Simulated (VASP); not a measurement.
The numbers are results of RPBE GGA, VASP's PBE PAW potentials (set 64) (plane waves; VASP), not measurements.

The input files of a VASP run:

File KPOINTS:
```
Automatic mesh
0
Gamma
4 4 6
0 0 0
```

### POSCAR
```
PbO2
1
    5.1402113118    -0.0000000000     0.0000000000
   -0.0000000000     5.1402113118     0.0000000000
    0.0000000000     0.0000000000     3.4634062433
Pb O
2 4
Direct
  0.0000000000   0.0000000000   0.0000000000
  0.5000000000   0.5000000000   0.5000000000
  0.3089060952   0.3089060952   0.0000000000
  0.8089060952   0.1910939048   0.5000000000
  0.1910939048   0.8089060952   0.5000000000
  0.6910939048   0.6910939048   0.0000000000
```

**INCAR**
```
# general
SYSTEM =PbO2
PREC   =Accurate
ENCUT  =520
LREAL  =F
LASPH  =T

# electronic loop
EDIFF  =1E-6
NELM   =100
ALGO   =Normal
LMAXMIX=4

# smearing
ISMEAR =0
SIGMA  =0.05

# functional
GGA    =RP

# ions
IBRION =2
NSW    =60
ISIF   =3
EDIFFG =-0.02

# output
LWAVE  =F
LCHARG =F
```

POTCAR, in this order: Pb_d O (PBE.64 set). Program: vasp_std.

Output

OSZICAR:
```
       N       E                     dE             d eps       ncg     rms          rms(c)
DAV:   1     0.681575944215E+03    0.68158E+03   -0.26448E+04  1488   0.199E+03
DAV:   2     0.594805991379E+02   -0.62210E+03   -0.60133E+03  1642   0.537E+02
DAV:   3    -0.313375688661E+02   -0.90818E+02   -0.88621E+02  1948   0.226E+02
DAV:   4    -0.350440333954E+02   -0.37065E+01   -0.36939E+01  1837   0.500E+01
DAV:   5    -0.351757422744E+02   -0.13171E+00   -0.13169E+00  2028   0.877E+00    0.139E+01
DAV:   6    -0.296150984037E+02    0.55606E+01   -0.26508E+01  2295   0.542E+01    0.484E+00
DAV:   7    -0.296355654203E+02   -0.20467E-01   -0.17436E+00  1854   0.111E+01    0.284E+00
DAV:   8    -0.296668690175E+02   -0.31304E-01   -0.49835E-01  2223   0.652E+00    0.120E+00
DAV:   9    -0.296377517154E+02    0.29117E-01   -0.11900E-01  2420   0.414E+00    0.149E-01
DAV:  10    -0.296410296047E+02   -0.32779E-02   -0.14860E-02  1607   0.710E-01    0.149E-01
DAV:  11    -0.296409151781E+02    0.11443E-03   -0.60506E-04  2339   0.292E-01    0.627E-02
DAV:  12    -0.296408968452E+02    0.18333E-04   -0.22382E-04  2040   0.972E-02    0.123E-02
DAV:  13    -0.296409007534E+02   -0.39082E-05   -0.19849E-05  2260   0.392E-02    0.299E-03
DAV:  14    -0.296409018578E+02   -0.11044E-05   -0.23699E-06  1363   0.193E-02    0.317E-03
DAV:  15    -0.296409020368E+02   -0.17901E-06   -0.49573E-07  1115   0.889E-03
   1 F= -.29640902E+02 E0= -.29640853E+02  d E =-.296409E+02
       N       E                     dE             d eps       ncg     rms          rms(c)
DAV:   1    -0.296516776625E+02   -0.10776E-01   -0.44066E-01  1862   0.932E+00    0.632E-01
DAV:   2    -0.296430279429E+02    0.86497E-02   -0.25414E-02  2111   0.199E+00    0.210E-01
DAV:   3    -0.296415483060E+02    0.14796E-02   -0.40781E-03  1937   0.136E+00    0.483E-02
DAV:   4    -0.296414912231E+02    0.57083E-04   -0.59317E-04  2344   0.361E-01    0.171E-02
DAV:   5    -0.296414850781E+02    0.61450E-05   -0.76676E-05  2103   0.934E-02    0.558E-03
DAV:   6    -0.296414832690E+02    0.18091E-05   -0.73686E-06  1819   0.664E-02    0.266E-03
DAV:   7    -0.296414837350E+02   -0.46604E-06   -0.17639E-06  1059   0.108E-02
   2 F= -.29641484E+02 E0= -.29641433E+02  d E =-.581698E-03
       N       E                     dE             d eps       ncg     rms          rms(c)
DAV:   1    -0.296418847241E+02   -0.40146E-03   -0.16093E-02  1869   0.176E+00    0.122E-01
DAV:   2    -0.296415628692E+02    0.32185E-03   -0.94203E-04  2074   0.379E-01    0.401E-02
DAV:   3    -0.296415093729E+02    0.53496E-04   -0.14843E-04  1979   0.259E-01    0.937E-03
DAV:   4    -0.296415096882E+02   -0.31532E-06   -0.20484E-05  2037   0.696E-02    0.328E-03
DAV:   5    -0.296415126144E+02   -0.29262E-05   -0.42918E-06  1551   0.218E-02    0.100E-03
DAV:   6    -0.296415126205E+02   -0.60709E-08   -0.21384E-07   842   0.107E-02
   3 F= -.29641513E+02 E0= -.29641462E+02  d E =-.610584E-03
       N       E                     dE             d eps       ncg     rms          rms(c)
DAV:   1    -0.296423181635E+02   -0.80555E-03   -0.55133E-02  1714   0.188E+00    0.150E-01
DAV:   2    -0.296419542528E+02    0.36391E-03   -0.13422E-03  2329   0.431E-01    0.870E-02
DAV:   3    -0.296417521346E+02    0.20212E-03   -0.32324E-04  2273   0.221E-01    0.922E-03
DAV:   4    -0.296417571764E+02   -0.50418E-05   -0.58803E-05  1717   0.633E-02    0.490E-03
DAV:   5    -0.296417576141E+02   -0.43773E-06   -0.11219E-06  1080   0.161E-02
   4 F= -.29641758E+02 E0= -.29641707E+02  d E =-.244994E-03
```

**OUTCAR**
```
------------------------ aborting loop because EDIFF is reached ----------------------------------------
  FORCE on cell =-STRESS in cart. coord.  units (eV):
  Direction    XX          YY          ZZ          XY          YZ          ZX
  --------------------------------------------------------------------------------------
  Total        0.0196643      0.0196643     -0.0864836     -0.0000000      0.0000000      0.0000000
  in kB        0.3430367      0.3430367     -1.5086728     -0.0000000      0.0000000      0.0000000
  external PRESSURE =      -0.2741998 kB  Pullay stress =       0.0000000 kB
  volume of cell :       91.84
      direct lattice vectors                 reciprocal lattice vectors
     5.151748368 -0.000000000  0.000000000     0.194108859 -0.000000000  0.000000000
     0.000000000  5.151748368  0.000000000     0.000000000  0.194108859  0.000000000
     0.000000000  0.000000000  3.460508593     0.000000000  0.000000000  0.288974864
 POSITION                                       TOTAL-FORCE (eV/Angst)
 -----------------------------------------------------------------------------------
      5.15175      5.15175      3.46051        -0.000000     -0.000000      0.000000
      2.57587      2.57587      1.73025         0.000000     -0.000000      0.000000
      1.58955      1.58955      0.00000        -0.000247     -0.000247      0.000000
      4.16543      0.98632      1.73025        -0.000247      0.000247     -0.000000
      0.98632      4.16543      1.73025         0.000247     -0.000247      0.000000
      3.56220      3.56220      3.46051         0.000247      0.000247     -0.000000
 -----------------------------------------------------------------------------------
    total drift:                               -0.000000      0.000000     -0.000000
  FREE ENERGIE OF THE ION-ELECTRON SYSTEM (eV)
  ---------------------------------------------------
  free  energy   TOTEN  =       -29.6417576141 eV

  energy  without entropy=      -29.6416573145  energy(sigma->0) =      -29.64170746

 reached required accuracy - stopping structural energy minimisation
```
(Selected blocks of OUTCAR.)

CONTCAR:
```
PbO2
   1.00000000000000
     5.1517483682380218   -0.0000000000000000    0.0000000000000000
     0.0000000000000000    5.1517483682380218    0.0000000000000000
     0.0000000000000000    0.0000000000000000    3.4605085928934312
  Pb              O
     2     4
Direct
     1.0000000000000000    1.0000000000000000    1.0000000000000000
     0.5000000000000000    0.5000000000000000    0.5000000000000000
     0.3085460202386366    0.3085460202386366    0.0000000000000000
     0.8085460202386366    0.1914539797613634    0.5000000000000000
     0.1914539797613634    0.8085460202386366    0.5000000000000000
     0.6914539797613634    0.6914539797613634    1.0000000000000000
```

The compound is PbO2 in the rutile structure. This run relaxes it. Symmetry was kept, so distortions that lower it aren't found. The start is the result of an earlier pass.
